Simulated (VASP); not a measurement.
Calculation: SCAN meta-GGA, VASP's PBE PAW potentials (set 64) (plane waves; VASP).

The input files of a VASP run:

### INCAR
```
NELM = 100   # most electronic steps
LWAVE = .FALSE.
LASPH = .TRUE.   # aspherical one-centre terms
METAGGA = SCAN
SYSTEM = Dy
PREC = Accurate
EDIFF = 1E-6
ALGO = Normal   # blocked Davidson
LMIXTAU = .TRUE.
LCHARG = .FALSE.
ISMEAR = 1
LMAXMIX = 6
ENCUT = 400   # plane-wave cut-off (eV)
ISIF = 2
SIGMA = 0.1   # width (eV)
LREAL = .FALSE.   # projection in real space or not
```

KPOINTS:
```
Automatic mesh
0
G
11 11 6
```

POSCAR:
```
Dy
11.30
  0.1588495575  -0.2751354867   0.0000000000
  0.1588495575   0.2751354867   0.0000000000
  0.0000000000   0.0000000000   0.5000000000
Dy
2
Direct
  0.3333330000   0.6666670000   0.2500000000
  0.6666670000   0.3333330000   0.7500000000
```

POTCAR, in this order: Dy_3 (PBE.64 set). Program: vasp_std.

The run wrote:

File OUTCAR:
```
 ion  position               nearest neighbor table
   1  0.333  0.667  0.250-   2 3.50   2 3.50   2 3.50   2 3.50   2 3.50   2 3.50
   2  0.667  0.333  0.750-   1 3.50   1 3.50   1 3.50   1 3.50   1 3.50   1 3.50
  LATTYP: Found a hexagonal cell.
 ALAT       =     3.5899998272
 C/A-ratio  =     1.5738162318
 Subroutine PRICEL returns:
 Original cell was already a primitive cell.
 Subroutine GETGRP returns: Found 24 space group operations
The static configuration has the point symmetry D_3d.
 The point group associated with its full space group is D_6h.
The dynamic configuration has the point symmetry D_3d.
 Subroutine INISYM returns: Found 24 space group operations
 Subroutine IBZKPT returns following result:
 Found     64 irreducible k-points:

 Following reciprocal coordinates:
            Coordinates               Weight
  0.000000  0.000000  0.000000      1.000000
  0.090909  0.000000  0.000000      6.000000
  0.181818 -0.000000  0.000000      6.000000
  0.272727  0.000000  0.000000      6.000000
  0.363636 -0.000000  0.000000      6.000000
  0.454545 -0.000000  0.000000      6.000000
  0.090909  0.090909  0.000000      6.000000
...
```

**OSZICAR**
```
       N       E                     dE             d eps       ncg     rms          rms(c)
DAV:   1    -0.461527213646E+02   -0.46153E+02   -0.80400E+03  1672   0.107E+03
DAV:   2    -0.955500562562E+02   -0.49397E+02   -0.48369E+02  1689   0.278E+02
DAV:   3    -0.983052829928E+02   -0.27552E+01   -0.25595E+01  2334   0.364E+01
DAV:   4    -0.984066076644E+02   -0.10132E+00   -0.99601E-01  2096   0.738E+00
DAV:   5    -0.984109512606E+02   -0.43436E-02   -0.43406E-02  2404   0.110E+00    0.283E+01
DAV:   6    -0.959662472061E+02    0.24447E+01   -0.90451E-01  1819   0.108E+01    0.148E+01
DAV:   7    -0.945224600494E+02    0.14438E+01   -0.48358E-01  2404   0.673E+00    0.761E-01
DAV:   8    -0.956780202624E+02   -0.11556E+01   -0.64136E-01  1809   0.716E+00    0.289E+00
DAV:   9    -0.956403785245E+02    0.37642E-01   -0.68095E-02  1729   0.247E+00    0.137E+00
DAV:  10    -0.956373213042E+02    0.30572E-02   -0.29299E-02  1674   0.219E+00    0.917E-01
DAV:  11    -0.956637595183E+02   -0.26438E-01   -0.23506E-02  1669   0.192E+00    0.377E-01
DAV:  12    -0.956448935657E+02    0.18866E-01   -0.11271E-01  1664   0.404E+00    0.480E-01
DAV:  13    -0.956455479615E+02   -0.65440E-03   -0.99588E-04  2277   0.370E-01    0.476E-01
DAV:  14    -0.956455053045E+02    0.42657E-04   -0.31228E-05  1989   0.494E-02    0.485E-01
DAV:  15    -0.956440792824E+02    0.14260E-02   -0.11486E-03  1674   0.433E-01    0.413E-01
DAV:  16    -0.956443415780E+02   -0.26230E-03   -0.95337E-04  1664   0.353E-01    0.171E-01
DAV:  17    -0.956453890496E+02   -0.10475E-02   -0.90856E-04  1664   0.377E-01    0.881E-02
DAV:  18    -0.956448358439E+02    0.55321E-03   -0.34798E-04  1664   0.215E-01    0.244E-01
DAV:  19    -0.956447744841E+02    0.61360E-04   -0.20241E-04  1694   0.166E-01    0.220E-01
DAV:  20    -0.956448030556E+02   -0.28572E-04   -0.18143E-05  2104   0.418E-02    0.204E-01
DAV:  21    -0.956448869881E+02   -0.83932E-04   -0.60794E-05  1674   0.824E-02    0.112E-01
DAV:  22    -0.956450447755E+02   -0.15779E-03   -0.64317E-05  1664   0.890E-02    0.498E-02
DAV:  23    -0.956451391690E+02   -0.94393E-04   -0.61535E-05  1664   0.103E-01    0.256E-02
DAV:  24    -0.956451434231E+02   -0.42542E-05   -0.10345E-06  1580   0.116E-02    0.249E-02
DAV:  25    -0.956451410620E+02    0.23611E-05   -0.57888E-06  1674   0.301E-02    0.249E-02
DAV:  26    -0.956451616859E+02   -0.20624E-04   -0.88490E-06  1674   0.374E-02    0.282E-02
DAV:  27    -0.956451922661E+02   -0.30580E-04   -0.39573E-05  1664   0.808E-02    0.325E-02
DAV:  28    -0.956452049875E+02   -0.12721E-04   -0.58952E-06  1674   0.282E-02    0.289E-02
DAV:  29    -0.956451835410E+02    0.21446E-04   -0.20225E-05  1664   0.533E-02    0.165E-02
DAV:  30    -0.956451961328E+02   -0.12592E-04   -0.99819E-06  1694   0.371E-02    0.218E-02
DAV:  31    -0.956451983411E+02   -0.22084E-05   -0.15338E-07   912   0.449E-03    0.230E-02
DAV:  32    -0.956451961512E+02    0.21899E-05   -0.43288E-07   847   0.802E-03    0.160E-02
DAV:  33    -0.956452037513E+02   -0.76000E-05   -0.17585E-06  1658   0.152E-02    0.150E-02
DAV:  34    -0.956451909893E+02    0.12762E-04   -0.14446E-06  1330   0.148E-02    0.564E-03
DAV:  35    -0.956451865571E+02    0.44322E-05   -0.53497E-07   837   0.900E-03    0.187E-03
DAV:  36    -0.956451859717E+02    0.58540E-06   -0.56545E-08   832   0.296E-03
   1 F= -.95645186E+02 E0= -.95645988E+02  d E =0.240535E-02
```

**OUTCAR**
```
------------------------ aborting loop because EDIFF is reached ----------------------------------------
  FORCE on cell =-STRESS in cart. coord.  units (eV):
  Direction    XX          YY          ZZ          XY          YZ          ZX
  --------------------------------------------------------------------------------------
  Total       -0.2282667     -0.2282667     -0.9361997      0.0000000      0.0000000      0.0000000
  in kB       -5.7994288     -5.7994280    -23.7854364      0.0000000      0.0000000      0.0000000
  external PRESSURE =     -11.7947644 kB  Pullay stress =       0.0000000 kB
  volume of cell :       63.06
      direct lattice vectors                 reciprocal lattice vectors
     1.795000000 -3.109031000  0.000000000     0.278551532 -0.160821812  0.000000000
     1.795000000  3.109031000  0.000000000     0.278551532  0.160821812  0.000000000
     0.000000000  0.000000000  5.650000000     0.000000000  0.000000000  0.176991150
 POSITION                                       TOTAL-FORCE (eV/Angst)
 -----------------------------------------------------------------------------------
      1.79500      1.03635      1.41250         0.000000      0.000000      0.000000
      1.79500     -1.03635      4.23750        -0.000000     -0.000000      0.000000
 -----------------------------------------------------------------------------------
    total drift:                                0.000000      0.000102     -0.000011
  FREE ENERGIE OF THE ION-ELECTRON SYSTEM (eV)
  ---------------------------------------------------
  free  energy   TOTEN  =       -95.6451859717 eV

  energy  without entropy=      -95.6475913203  energy(sigma->0) =      -95.64598775
```
(Selected blocks of OUTCAR.)

The 4f electrons are frozen in the core of the lanthanide potential, so 4f levels, which can set the real gap, and their magnetism are missing.

The compound is Dy in the hcp structure. The cell was not relaxed at this level. The run is one of a series of settings (GGA removed, LMIXTAU = .TRUE., METAGGA = SCAN against the base run), some of them coarse on purpose.
